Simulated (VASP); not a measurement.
Data:

```xyz
2
Lattice="0.0000 3.4450 3.4450 3.4450 0.0000 3.4450 3.4450 3.4450 0.0000" Properties=species:S:1:pos:R:3 pbc="T T T"
Rb     0.0000     0.0000     0.0000
Br     3.4450     3.4450     3.4450
```

All values below come from PBE GGA with D3 dispersion (Becke-Johnson damping), VASP's PBE PAW potentials (set 64) (plane waves; VASP). Run with 520 eV cut-off, 8×8×8 Γ-centred mesh, tetrahedra with Blöchl corrections, potentials Rb_sv Br.

### Question
Estimate the energy per atom (σ→0), band gap (on the k-mesh) with the smallest direct gap where there is one.

### Answer

```
Item                                          Value
-----------------------------------  --------------
band gap (on the k-mesh)                    4.32 eV
smallest direct gap (on the k-mesh)         4.32 eV
energy per atom (σ→0)                -3245 meV/atom
```

The compound is RbBr in the rock salt structure. The cell was not relaxed at this level.
